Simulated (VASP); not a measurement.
These are PBEsol GGA, VASP's PBE PAW potentials (set 64) (plane waves; VASP) values and carry that method's errors.

The input files of a VASP run:

### INCAR
```
# general
SYSTEM  = Gd
PREC    = Accurate
ENCUT   = 400
LREAL   = .False.
LASPH   = .True.

# electronic loop
EDIFF   = 1E-7
NELM    = 100
ALGO    = Normal
LMAXMIX = 6

# smearing
ISMEAR  = -5

# functional
GGA     = PS

# ions
ISIF    = 2

# output
LWAVE   = .False.
LCHARG  = .True.
LORBIT  = 11
NEDOS   = 601
```

KPOINTS:
```
Regular mesh
0
G
  13 13 7
0 0 0
```

### POSCAR
```
Gd
1
    1.7813651080    -3.0854146702     0.0000000000
    1.7813651080     3.0854146702    -0.0000000000
   -0.0000000000    -0.0000000000     5.6269192390
Gd
2
Direct
  0.3333330000   0.6666670000   0.2500000000
  0.6666670000   0.3333330000   0.7500000000
```

POTCAR, in this order: Gd_3 (PBE.64 set). Program: vasp_std.

Output

OSZICAR:
```
       N       E                     dE             d eps       ncg     rms          rms(c)
DAV:   1     0.328936163872E+02    0.32894E+02   -0.78137E+03  2184   0.102E+03
DAV:   2    -0.872202530972E+01   -0.41616E+02   -0.40601E+02  2484   0.209E+02
DAV:   3    -0.100142174539E+02   -0.12922E+01   -0.12621E+01  2916   0.245E+01
DAV:   4    -0.100366498694E+02   -0.22432E-01   -0.22219E-01  2667   0.331E+00
DAV:   5    -0.100372946208E+02   -0.64475E-03   -0.64424E-03  3188   0.398E-01    0.232E+01
DAV:   6    -0.100335017072E+02    0.37929E-02   -0.22996E-02  2409   0.119E+00    0.139E+01
DAV:   7    -0.100401722826E+02   -0.66706E-02   -0.40884E-02  2334   0.156E+00    0.221E-01
DAV:   8    -0.100397264878E+02    0.44579E-03   -0.24464E-03  2609   0.374E-01    0.576E-02
DAV:   9    -0.100397219019E+02    0.45859E-05   -0.23320E-04  2895   0.112E-01    0.331E-02
DAV:  10    -0.100397188471E+02    0.30548E-05   -0.24491E-05  2646   0.357E-02    0.310E-02
DAV:  11    -0.100397191825E+02   -0.33538E-06   -0.33275E-06  2544   0.135E-02    0.151E-03
DAV:  12    -0.100397191833E+02   -0.86993E-09   -0.20452E-07  2316   0.332E-03
   1 F= -.10039719E+02 E0= -.10039719E+02  d E =0.000000E+00
```

**OUTCAR**
```
------------------------ aborting loop because EDIFF is reached ----------------------------------------
  FORCE on cell =-STRESS in cart. coord.  units (eV):
  Direction    XX          YY          ZZ          XY          YZ          ZX
  --------------------------------------------------------------------------------------
  Total       -0.0799000     -0.0799000     -0.0273493      0.0000000     -0.0000000      0.0000000
  in kB       -2.0696185     -2.0696182     -0.7084181      0.0000000     -0.0000000      0.0000000
  external PRESSURE =      -1.6158850 kB  Pullay stress =       0.0000000 kB
  volume of cell :       61.85
      direct lattice vectors                 reciprocal lattice vectors
     1.781365108 -3.085414670  0.000000000     0.280683616 -0.162052772  0.000000000
     1.781365108  3.085414670  0.000000000     0.280683616  0.162052772  0.000000000
     0.000000000  0.000000000  5.626919239     0.000000000  0.000000000  0.177717141
 POSITION                                       TOTAL-FORCE (eV/Angst)
 -----------------------------------------------------------------------------------
      1.78137      1.02847      1.40673        -0.000000      0.000000      0.000000
      1.78137     -1.02847      4.22019         0.000000     -0.000000      0.000000
 -----------------------------------------------------------------------------------
    total drift:                               -0.000003      0.000109     -0.000011
  FREE ENERGIE OF THE ION-ELECTRON SYSTEM (eV)
  ---------------------------------------------------
  free  energy   TOTEN  =       -10.0397191833 eV

  energy  without entropy=      -10.0397191833  energy(sigma->0) =      -10.03971918

 total charge

# of ion       s       p       d       tot
------------------------------------------
    1        0.365   6.247   1.185   7.797
    2        0.365   6.247   1.185   7.797
--------------------------------------------------
tot          0.729  12.494   2.370  15.594
```
(Selected blocks of OUTCAR.)

File OUTCAR:
```
 val. band max:        3.4559663485   @ k =   0.2308   0.2308   0.4286

 cond. band min:       3.4221659306   @ k =   0.1538   0.1538   0.0000


 Fermi energy:         3.4266893805

 k-point     1 :       0.0000    0.0000    0.0000
  band No.  band energies     occupation
      1     -18.8096      2.00000
      2     -18.0147      2.00000
      3     -18.0147      2.00000
      4     -17.8721      2.00000
      5     -17.8721      2.00000
      6     -17.8240      2.00000
      7      -1.4125      2.00000
      8       1.2142      2.00000
      9       5.1360      0.00000
     10       5.1360      0.00000
     11       5.1687      0.00000
     12       5.4333      0.00000
     13       5.8670      0.00000

 k-point     2 :       0.0769    0.0000    0.0000
  band No.  band energies     occupation
      1     -18.7923      2.00000
      2     -18.0526      2.00000
      3     -18.0273      2.00000
      4     -17.9123      2.00000
      5     -17.8769      2.00000
      6     -17.8320      2.00000
      7      -1.2579      2.00000
      8       1.3627      2.00000
      9       4.7555      0.00000
     10       4.9183      0.00000
     11       5.2825      0.00000
     12       5.6719      0.00000
     13       5.7482      0.00000

 k-point     3 :       0.1538   -0.0000    0.0000
  band No.  band energies     occupation
      1     -18.7424      2.00000
      2     -18.1574      2.00000
      3     -18.0612      2.00000
      4     -18.0205      2.00000
      5     -17.8909      2.00000
      6     -17.8560      2.00000
      7      -0.8186      2.00000
      8       1.7584      2.00000
      9       4.2053     -0.00242
     10       4.3060      0.00000
     11       5.2961      0.00000
     12       5.7154      0.00000
     13       5.8977      0.00000

 k-point     4 :       0.2308    0.0000    0.0000
  band No.  band energies     occupation
      1     -18.6655      2.00000
      2     -18.3047      2.00000
      3     -18.1653      2.00000
...
```

The 4f electrons are frozen in the core of the lanthanide potential, so 4f levels, which can set the real gap, and their magnetism are missing. For a metal the tetrahedron method with Blöchl corrections gives inexact stress and forces.

The compound is Gd in the hcp structure. It was relaxed first, which changed the volume by -6 %.
